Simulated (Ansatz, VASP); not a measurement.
# ZrP2O7 (ZrP2O7 (Pa-3)) in two plane-wave programs, part 2 of 2

Wanted: the spread between two codes on one cell, functional and k mesh. Of the first pair: The structure shown is the start of the Ansatz relaxation below; VASP solves that cell, so the two are compared at the walk's first step.

VASP 6.6.1 and Ansatz 0.2.0.

So far. Step 3 (VASP: single point, r2SCAN, start cell, pair 1): The run ends at a pressure of 0.01 GPa, with forces up to 0.026 eV/Å.

### 4. Differences

Known differences besides the potentials themselves: VASP keeps PBE cores, Ansatz makes them for the functional; the cutoff is 500 eV in Ansatz and 580 eV in VASP (PREC = Accurate, projectors in real space). Total energies have different zeros and are not compared.

At this near-relaxed geometry the largest component of a force difference is 186 meV/Å.

### 5. Ansatz: relaxation, r2SCAN

This run makes the geometry at which the two programs are then compared. The cell compared in this pair holds 607.39 Å³, against 604.87 Å³ for the pair before.

The structure compared here is the end of the Ansatz relaxation.

File input.yaml:

```yaml
crystal:
  lattice:
    - [8.4570827, 0.0, 0.0]
    - [0.0, 8.4570827, 0.0]
    - [0.0, 0.0, 8.4570827]
  atoms:
    - { symbol: Zr, position: [0.0, 0.5, 0.5] }
    - { symbol: Zr, position: [0.5, 0.5, 0.0] }
    - { symbol: Zr, position: [0.5, 0.0, 0.5] }
    - { symbol: Zr, position: [0.0, 0.0, 0.0] }
    - { symbol: P, position: [0.3929952, 0.1070048, 0.8929952] }
    - { symbol: P, position: [0.1070048, 0.8929952, 0.3929952] }
    - { symbol: P, position: [0.8929952, 0.3929952, 0.1070048] }
    - { symbol: P, position: [0.6070048, 0.6070048, 0.6070048] }
    - { symbol: P, position: [0.6070048, 0.8929952, 0.1070048] }
    - { symbol: P, position: [0.8929952, 0.1070048, 0.6070048] }
    - { symbol: P, position: [0.1070048, 0.6070048, 0.8929952] }
    - { symbol: P, position: [0.3929952, 0.3929952, 0.3929952] }
    - { symbol: O, position: [0.5, 0.0, 0.0] }
    - { symbol: O, position: [0.0, 0.0, 0.5] }
    - { symbol: O, position: [0.0, 0.5, 0.0] }
    - { symbol: O, position: [0.5, 0.5, 0.5] }
    - { symbol: O, position: [0.94256679, 0.22448599, 0.07756157] }
    - { symbol: O, position: [0.44256679, 0.27551401, 0.92243843] }
    - { symbol: O, position: [0.05743321, 0.72448599, 0.42243843] }
    - { symbol: O, position: [0.27551401, 0.92243843, 0.44256679] }
    - { symbol: O, position: [0.42243843, 0.05743321, 0.72448599] }
    - { symbol: O, position: [0.92243843, 0.44256679, 0.27551401] }
    - { symbol: O, position: [0.22448599, 0.07756157, 0.94256679] }
    - { symbol: O, position: [0.07756157, 0.94256679, 0.22448599] }
    - { symbol: O, position: [0.44256679, 0.22448599, 0.42243843] }
    - { symbol: O, position: [0.42243843, 0.44256679, 0.22448599] }
    - { symbol: O, position: [0.22448599, 0.42243843, 0.44256679] }
    - { symbol: O, position: [0.27551401, 0.57756157, 0.94256679] }
    - { symbol: O, position: [0.92243843, 0.05743321, 0.77551401] }
    - { symbol: O, position: [0.77551401, 0.92243843, 0.05743321] }
    - { symbol: O, position: [0.07756157, 0.55743321, 0.72448599] }
    - { symbol: O, position: [0.57756157, 0.94256679, 0.27551401] }
    - { symbol: O, position: [0.72448599, 0.07756157, 0.55743321] }
    - { symbol: O, position: [0.94256679, 0.27551401, 0.57756157] }
    - { symbol: O, position: [0.55743321, 0.72448599, 0.07756157] }
    - { symbol: O, position: [0.05743321, 0.77551401, 0.92243843] }
    - { symbol: O, position: [0.55743321, 0.77551401, 0.57756157] }
    - { symbol: O, position: [0.57756157, 0.55743321, 0.77551401] }
    - { symbol: O, position: [0.77551401, 0.57756157, 0.55743321] }
    - { symbol: O, position: [0.72448599, 0.42243843, 0.05743321] }
basis:
  ecutwfc: 500
  xc_grid: 2
hamiltonian:
  xc: r2scan
  pseudopotentials: { kind: paw, azcp: { folder: soft_1 } }
kpoints:
  mp_grid: { grid: [3, 3, 3] }
scf:
  occupations: { method: fermi_dirac, width: 0.01 }
  max_iter: 150
output:
  forces: true
  stress: true
relax:
  f_tol: 0.01
  max_steps: 60
  cell: {}
checkpoint:
  write: "../r2scan.run"
  compress: false
  write_wavefunctions: false
  write_every: 100000
```

The run is started by

```bash
$ ansatz run input.yaml --threads 4 --pin off --max-ram 6594MiB --backend cpu --events-out ev --progress --plain --runs-dir out
```

Numbers of over 12 decimals in the logs are rounded to 6 here.

Output:

```text
[...]
Crystal: 40 atoms, lattice volume = 604.870 Å³
Basis set: ecut = 500 eV, 15419 PW (Γ), exchange–correlation on 128×128×128 points (8 copies of the dense FFT grid, shifted against one another)
Bands: 168, of which v1, the nominal top of the filled ones, is band 128 counted from 1 (127 counted from 0)
Symmetry: 24 space group operations
[...]
k-points: 4 of 27
[...]
- { symbol: O, position: [0.442741, 0.275898, 0.921986] }
    - { symbol: O, position: [0.057259, 0.724102, 0.421986] }
    - { symbol: O, position: [0.275898, 0.921986, 0.442741] }
[...]
- { symbol: O, position: [0.557259, 0.775898, 0.578014] }
    - { symbol: O, position: [0.578014, 0.557259, 0.775898] }
    - { symbol: O, position: [0.775898, 0.578014, 0.557259] }
    - { symbol: O, position: [0.724102, 0.421986, 0.057259] }
[key lines of the parts left out:]
SCF converged after 5 iterations
Free energy (F): -38814.793223 eV
Fermi energy:    4.586828 eV
P = ⅓ Tr σ = 0.0013 GPa (0.013 kbar)
```

### 6. VASP: single point, r2SCAN, relaxed cell, pair 2

The same cell, functional, mesh and smearing now go to VASP, with its own data sets.

File INCAR:

```
SYSTEM = ZrP2O7
PREC = Accurate
ENCUT = 660
EDIFF = 1E-06
NELM = 120
ISMEAR = -1
SIGMA = 0.01
LREAL = Auto
ALGO = Normal
METAGGA = R2SCAN
LASPH = .TRUE.
NBANDS = 156
LORBIT = 11
LWAVE = .FALSE.
LCHARG = .FALSE.
ISIF = 2
GGA_COMPAT = .FALSE.
EFERMI = MIDGAP
LMIXTAU = .TRUE.
KPAR = 4
```

File POSCAR:

```
ZrP2O7
1.0
    8.4688069841      0.0000000000      0.0000000000
    0.0000000000      8.4688069841      0.0000000000
    0.0000000000      0.0000000000      8.4688069841
Zr P O
4 8 28
Direct
    1.0000000000      0.5000000000      0.5000000000
    0.5000000000      0.5000000000      1.0000000000
    0.5000000000      1.0000000000      0.5000000000
    1.0000000000      1.0000000000      1.0000000000
    0.3928125292      0.1071874708      0.8928125292
    0.1071874708      0.8928125292      0.3928125292
    0.8928125292      0.3928125292      0.1071874708
    0.6071874708      0.6071874708      0.6071874708
    0.6071874708      0.8928125292      0.1071874708
    0.8928125292      0.1071874708      0.6071874708
    0.1071874708      0.6071874708      0.8928125292
    0.3928125292      0.3928125292      0.3928125292
    0.5000000000      1.0000000000      1.0000000000
    1.0000000000      1.0000000000      0.5000000000
    1.0000000000      0.5000000000      1.0000000000
    0.5000000000      0.5000000000      0.5000000000
    0.9427411779      0.2241022750      0.0780142533
    0.4427411779      0.2758977250      0.9219857467
    0.0572588221      0.7241022750      0.4219857467
    0.2758977250      0.9219857467      0.4427411779
    0.4219857467      0.0572588221      0.7241022750
    0.9219857467      0.4427411779      0.2758977250
    0.2241022750      0.0780142533      0.9427411779
    0.0780142533      0.9427411779      0.2241022750
    0.4427411779      0.2241022750      0.4219857467
    0.4219857467      0.4427411779      0.2241022750
    0.2241022750      0.4219857467      0.4427411779
    0.2758977250      0.5780142533      0.9427411779
    0.9219857467      0.0572588221      0.7758977250
    0.7758977250      0.9219857467      0.0572588221
    0.0780142533      0.5572588221      0.7241022750
    0.5780142533      0.9427411779      0.2758977250
    0.7241022750      0.0780142533      0.5572588221
    0.9427411779      0.2758977250      0.5780142533
    0.5572588221      0.7241022750      0.0780142533
    0.0572588221      0.7758977250      0.9219857467
    0.5572588221      0.7758977250      0.5780142533
    0.5780142533      0.5572588221      0.7758977250
    0.7758977250      0.5780142533      0.5572588221
    0.7241022750      0.4219857467      0.0572588221
```

File KPOINTS:

```
Automatic mesh
0
Gamma
3 3 3
0 0 0
```

The projector-augmented-wave data sets are Zr_sv, P and O (PBE family, release 64).

The run is started by

```bash
$ mpirun -np 4 vasp_std
```

Output:

```text
[banner, memory and clock lines left out]
running    4 mpi-ranks, on    1 nodes
[...]
[... a notice as in an earlier step ...]

 LDA part: xc-table for (None), standard interpolation
 POSCAR, INCAR and KPOINTS ok, starting setup
[...]
entering main loop
       N       E                     dE             d eps       ncg     rms          rms(c)
DAV:   1     0.236023042089E+04    0.23602E+04   -0.15660E+05  1248   0.189E+03
DAV:   2    -0.350701502286E+03   -0.27109E+04   -0.26320E+04  1568   0.433E+02
DAV:   3    -0.573483819064E+03   -0.22278E+03   -0.22148E+03  1504   0.129E+02
DAV:   4    -0.586404725160E+03   -0.12921E+02   -0.12885E+02  2096   0.234E+01
[...]
DAV:  25    -0.445563440240E+03   -0.13264E-05   -0.12581E-06   816   0.456E-03    0.296E-03
DAV:  26    -0.445563442156E+03   -0.19153E-05   -0.95225E-07   800   0.388E-03    0.223E-03
DAV:  27    -0.445563442469E+03   -0.31365E-06   -0.18670E-07   800   0.178E-03
   1 F= -.44556344E+03 E0= -.44556344E+03  d E =0.000000E+00
```

Parts of OUTCAR (step 6):

```text
  Total       -4.3439001     -4.3439001     -4.3439001      0.0000000     -0.0000000     -0.0000000
  in kB      -11.4583929    -11.4583929    -11.4583929      0.0000000     -0.0000000     -0.0000000
  external PRESSURE =     -11.4583929 kB  Pullay stress =       0.0000000 kB

 POSITION                                       TOTAL-FORCE (eV/Angst)
 -----------------------------------------------------------------------------------
      0.00000      4.23440      4.23440         0.000000      0.000000     -0.000000
      4.23440      4.23440      0.00000         0.000000      0.000000     -0.000000
      4.23440      0.00000      4.23440         0.000000      0.000000     -0.000000
      0.00000      0.00000      0.00000         0.000000      0.000000     -0.000000
      3.32665      0.90775      7.56106        -0.000340      0.000340     -0.000340
      0.90775      7.56106      3.32665         0.000340     -0.000340     -0.000340
      7.56106      3.32665      0.90775        -0.000340     -0.000340      0.000340
      5.14215      5.14215      5.14215         0.000340      0.000340      0.000340
      5.14215      7.56106      0.90775         0.000340     -0.000340      0.000340
      7.56106      0.90775      5.14215        -0.000340      0.000340      0.000340
      0.90775      5.14215      7.56106         0.000340      0.000340     -0.000340
      3.32665      3.32665      3.32665        -0.000340     -0.000340     -0.000340
      4.23440      0.00000      0.00000         0.000000      0.000000     -0.000000
      0.00000      0.00000      4.23440         0.000000      0.000000     -0.000000
[...]
-----------------------------------------------------------------------------------
    total drift:                                0.000000      0.000000      0.000000

  FREE ENERGIE OF THE ION-ELECTRON SYSTEM (eV)
  ---------------------------------------------------
  free  energy   TOTEN  =      -445.5634424695 eV

  energy  without entropy=     -445.5634424695  energy(sigma->0) =     -445.56344247

[... 1 part as in an earlier step ...]

[... 2 further parts left out ...]
[key lines of the parts left out:]
E-fermi :   2.5249
```

The run ends at a pressure of -1.15 GPa, with forces up to 0.21 eV/Å.

### 7. Comparison

What differs besides the data sets and the points named for the pairs above, as far as they apply: the cutoff is 500 eV in Ansatz and 660 eV in VASP (PREC = Accurate, projectors in real space); Ansatz's pressure holds a Pulay correction, VASP's none. Total energies have different zeros and are not compared.

Both answers:

```
              quantity  Ansatz   VASP  difference
        pressure (GPa)    0.00  -1.15       +1.15
gap on the k mesh (eV)   5.319  5.320      -0.001
```

Forces on 8 of the 40 atoms, those with the largest forces and the largest differences (eV/Å; atoms numbered as in POSCAR):

```
atom         Ansatz x, y, z           VASP x, y, z
 O25  -0.003, 0.007, -0.007  -0.056, 0.196, -0.035
 O26  -0.007, -0.003, 0.007  -0.035, -0.056, 0.196
 O27  0.007, -0.007, -0.003  0.196, -0.035, -0.056
 O28  -0.007, 0.007, -0.003  -0.196, 0.035, -0.056
 O29  -0.007, 0.003, -0.007  -0.035, 0.056, -0.196
 O30  -0.007, -0.007, 0.003  -0.196, -0.035, 0.056
 O31    0.007, 0.003, 0.007    0.035, 0.056, 0.196
 O32  0.007, -0.003, -0.007  0.035, -0.056, -0.196
```

The forces differ by 89 meV/Å r.m.s., where the r.m.s. force is 0.005 eV/Å in Ansatz and 0.092 eV/Å in VASP: the atoms lie near their places of rest in Ansatz, so a percentage would say little (all taken over all components). A gap on the mesh is an upper bound, since the band edges may lie between its points.

### 8. Summary of results

```yaml
r_m_s_force_difference_single_point_r2scan_start_cell_pair_1: 87 meV/Å
r_m_s_force_difference_single_point_r2scan_relaxed_cell_pair_2: 89 meV/Å
difference_in_pressure_single_point_r2scan_relaxed_cell_pair_2: 1.1 GPa
```

The r.m.s. force difference is 89 meV/Å (single point, r2SCAN, relaxed cell, pair 2), beyond the 12 meV/Å picked in this series as the mark of a large difference. What causes the difference of the single point, r2SCAN, start cell, pair 1 pair stays open here. By the marks of this series, far apart in the single point, r2SCAN, relaxed cell, pair 2 pair: the r.m.s. force difference, 89 meV/Å and the difference in pressure, 1.1 GPa. What causes the difference of the single point, r2SCAN, relaxed cell, pair 2 pair stays open here. How closely two codes agree says nothing of how well the functional describes the real material.

[Lines on the potential files, build, host, timing and source positions are cut from VASP's logs without a mark.]

[Logs are printed without paths, hosts, clocks, repeated set-up lines and the standing remarks that a program may print on its own settings, such as how far it seeks lower states.]

[Hosts, paths, dates, database ids (printed as entryN), source tags and the programs' standing remarks are cut or masked in the printed files.]
